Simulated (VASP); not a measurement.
Output of a VASP run:

### OSZICAR
```
       N       E                     dE             d eps       ncg     rms           ort
DAV:   1     0.436449096103E+02    0.43645E+02   -0.74497E+03   319   0.125E+03
DAV:   2    -0.153031078228E+02   -0.58948E+02   -0.55705E+02   319   0.236E+02
DAV:   3    -0.184477268126E+02   -0.31446E+01   -0.30083E+01   319   0.427E+01
DAV:   4    -0.184859081180E+02   -0.38181E-01   -0.38132E-01   319   0.429E+00
DAV:   5    -0.184866435742E+02   -0.73546E-03   -0.73513E-03   319   0.482E-01
SDA:   6    -0.999290237927E+01    0.84937E+01   -0.73513E-03   319   0.302E+02   0.000E+00
CGA:   7    -0.157682670773E+02   -0.57754E+01   -0.57579E+01   319   0.788E+00  -0.798E+00
CGA:   8    -0.161246265655E+02   -0.35636E+00   -0.35732E+00   319   0.102E+00  -0.413E-02
CGA:   9    -0.161551923132E+02   -0.30566E-01   -0.30881E-01   319   0.203E-01  -0.299E-02
CGA:  10    -0.161614266239E+02   -0.62343E-02   -0.62314E-02   319   0.223E-02   0.353E-04
CGA:  11    -0.161621530507E+02   -0.72643E-03   -0.72567E-03   319   0.584E-03   0.871E-05
CGA:  12    -0.161623611339E+02   -0.20808E-03   -0.20741E-03   319   0.111E-03   0.639E-05
CGA:  13    -0.161624070110E+02   -0.45877E-04   -0.46073E-04   319   0.290E-04  -0.132E-05
CGA:  14    -0.161624186502E+02   -0.11639E-04   -0.11602E-04   319   0.683E-05   0.293E-06
CGA:  15    -0.161624212522E+02   -0.26020E-05   -0.26749E-05   319   0.224E-05  -0.731E-06
CGA:  16    -0.161624219166E+02   -0.66441E-06   -0.66993E-06   319   0.572E-06  -0.154E-06
   1 F= -.16162422E+02 E0= -.16162262E+02  d E =-.320755E-03
```

File OUTCAR:
```
------------------------ aborting loop because EDIFF is reached ----------------------------------------
  FORCE on cell =-STRESS in cart. coord.  units (eV):
  Direction    XX          YY          ZZ          XY          YZ          ZX
  --------------------------------------------------------------------------------------
  Total        0.0183251      0.0183251      0.0183251      0.0000000      0.0000000      0.0000000
  in kB        0.9508852      0.9508852      0.9508852      0.0000000      0.0000000      0.0000000
  external PRESSURE =       0.9508852 kB  Pullay stress =       0.0000000 kB
  volume of cell :       30.88
      direct lattice vectors                 reciprocal lattice vectors
     0.000000000  2.490000000  2.490000000    -0.200803213  0.200803213  0.200803213
     2.490000000  0.000000000  2.490000000     0.200803213 -0.200803213  0.200803213
     2.490000000  2.490000000  0.000000000     0.200803213  0.200803213 -0.200803213
 POSITION                                       TOTAL-FORCE (eV/Angst)
 -----------------------------------------------------------------------------------
      0.00000      0.00000      0.00000         0.000000      0.000000      0.000000
      2.49000      2.49000      2.49000        -0.000000     -0.000000     -0.000000
 -----------------------------------------------------------------------------------
    total drift:                                0.000000      0.000000      0.000000
  FREE ENERGIE OF THE ION-ELECTRON SYSTEM (eV)
  ---------------------------------------------------
  free  energy   TOTEN  =       -16.1624219166 eV

  energy  without entropy=      -16.1621011618  energy(sigma->0) =      -16.16226154
```
(Selected blocks of OUTCAR.)

File POSCAR:
```
GdN
1
    0.0000000000     2.4900000000     2.4900000000
    2.4900000000     0.0000000000     2.4900000000
    2.4900000000     2.4900000000     0.0000000000
Gd N
1 1
Direct
  0.0000000000   0.0000000000   0.0000000000
  0.5000000000   0.5000000000   0.5000000000
```

Problem. Reconstruct the remaining input files.

Solution. One answer among several that fit: the input of the run itself, PBE GGA, plane waves, VASP's PBE PAW potentials (set 64).

### INCAR
```
SYSTEM = GdN
PREC = Accurate
ENCUT = 520
EDIFF = 1E-6
NELM = 100
ALGO = Conjugate
LREAL = .FALSE.
LASPH = .TRUE.
ISMEAR = 0
SIGMA = 0.05
GGA = PE
LMAXMIX = 6
LWAVE = .FALSE.
LCHARG = .FALSE.
ISIF = 2
```

KPOINTS:
```
Automatic mesh
0
Gamma
8 8 8
0 0 0
```

POTCAR, in this order: Gd_3 N (PBE.64 set). Program: vasp_std.

The 4f electrons are frozen in the core of the lanthanide potential, so 4f levels, which can set the real gap, and their magnetism are missing.

The compound is GdN in the rock salt structure. The cell was not relaxed at this level. The run is one of a series of settings (ALGO = Conjugate against the base run), some of them coarse on purpose.
